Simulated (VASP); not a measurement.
Input:

```
CELL_PARAMETERS angstrom
      0.00000     3.62851     3.62851
      3.62851     0.00000     3.62851
      3.62851     3.62851     0.00000
ATOMIC_POSITIONS crystal
  Sr 0.00000 0.00000 0.00000
  Cl 0.25000 0.25000 0.25000
  Cl 0.75000 0.75000 0.75000
```

Calculation: PBE GGA, VASP's PBE PAW potentials (set 64) (plane waves; VASP). Run with 480 eV cut-off, 6×6×6 Γ-centred mesh, Gaussian smearing of 0.050 eV, potentials Sr_sv Cl.

Question: Give the stress tensor in GPa (positive for a compressed cell).

Answer: 
```
-2.48   0.00   0.00
 0.00  -2.48   0.00
 0.00   0.00  -2.48
```
The pressure is its mean diagonal, -2.48 GPa.

The compound is SrCl2 in the fluorite structure. This cell was strained or had an atom moved on purpose.
